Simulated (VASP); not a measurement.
Given:

```
CELL_PARAMETERS angstrom
      1.86887    -3.23698     0.00000
      1.86887     3.23698     0.00000
      0.00000     0.00000     7.32170
ATOMIC_POSITIONS crystal
  Sn 0.00000 0.00000 0.00000
  S  0.33333 0.66667 0.20207
  S  0.66667 0.33333 0.79793
```

Calculation: RPBE GGA, VASP's PBE PAW potentials (set 64) (plane waves; VASP). Run with 520 eV cut-off, 8×8×4 Γ-centred mesh, tetrahedra with Blöchl corrections, potentials Sn_d S.

The cores are frozen, which limits the accuracy of field gradients. Without a dispersion term in the relaxation, distances and binding between the weakly bound layers, chains or molecules are unreliable, and so is what depends on them.

Task: Give the principal components of the electric field gradient (V/Å²) and the asymmetry η at each nucleus.

Result: 
```csv
atom,Vxx,Vyy,Vzz,η
Sn1,-5.4,-5.4,10.7,0.00
S2,26.6,26.6,-53.2,0.00
S3,26.6,26.6,-53.2,0.00
```

The compound is SnS2 in the 1T layered structure. It was relaxed first, which changed the volume by +30 %.
